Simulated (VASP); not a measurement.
Crystal: Hf5F3.

```xyz
8
Lattice="-3.1790 3.1790 3.1790 3.1790 -3.1790 3.1790 3.1790 3.1790 -3.1790" Properties=species:S:1:pos:R:3 pbc="T T T"
Hf    0.0000    0.0000    0.0000
Hf    1.5895    1.5895   -1.5895
Hf    1.5895   -1.5895    1.5895
Hf   -1.5895    1.5895    1.5895
Hf    1.5895    1.5895    1.5895
F     3.1790    0.0000    0.0000
F     0.0000    0.0000    3.1790
F     0.0000    3.1790    0.0000
```

The cell was built by a generator and needn't be a form met in nature.

The cell isn't the ideal one: species swapped into the Fe5Co3 type (Im-3m, No. 229).

| Property | Result |
| --- | --- |
| Program | VASP 6.6.1 |
| Task | relaxation of cell and atoms |
| Functional | PBE |
| Potentials or basis | VASP PAW PBE potentials, release 64 (Hf_pv, F) |
| Cutoff | 600 eV |
| k mesh | 4 × 4 × 4 |
| Occupations | gaussian, width 0.1 eV |
| Spin | no spin polarisation |

At the start: pressure 12.3 GPa; volume 16.06 Å³/atom.

Question: Where does the relaxation end?

Answer: Over 3 steps the energy falls by 69.3 meV/atom and the volume is 18.02 Å³/atom (+12.2 %); space group Im-3m (No. 229, to 0.05 Å).

Step by step:
| step | energy change (eV) | largest force (eV/Å) | pressure (GPa) | volume (Å³) |
| --- | --- | --- | --- | --- |
| 1 | 0.0000 | 0.0000 | 12.28 | 128.51 |
| 2 | -0.4227 | 0.0000 | -4.66 | 152.79 |
| 3 | -0.5542 | 0.0000 | -0.02 | 144.17 |

Final structure:
```cif
data_structure
_symmetry_space_group_name_H-M 'P 1'
_symmetry_Int_Tables_number 1
_cell_length_a 5.7213
_cell_length_b 5.7213
_cell_length_c 5.7213
_cell_angle_alpha 109.471
_cell_angle_beta 109.471
_cell_angle_gamma 109.471
_cell_volume 144.17
loop_
_atom_site_label
_atom_site_type_symbol
_atom_site_fract_x
_atom_site_fract_y
_atom_site_fract_z
_atom_site_occupancy
Hf1 Hf 0.00000 0.00000 0.00000 1
Hf2 Hf 0.00000 0.00000 0.50000 1
Hf3 Hf 0.00000 0.50000 0.00000 1
Hf4 Hf 0.50000 0.00000 0.00000 1
Hf5 Hf 0.50000 0.50000 0.50000 1
F1 F 0.00000 0.50000 0.50000 1
F2 F 0.50000 0.50000 0.00000 1
F3 F 0.50000 0.00000 0.50000 1
```

Caveat: an odd number of electrons without spin polarisation forces a metal; a magnetic or distorted state may lie lower.
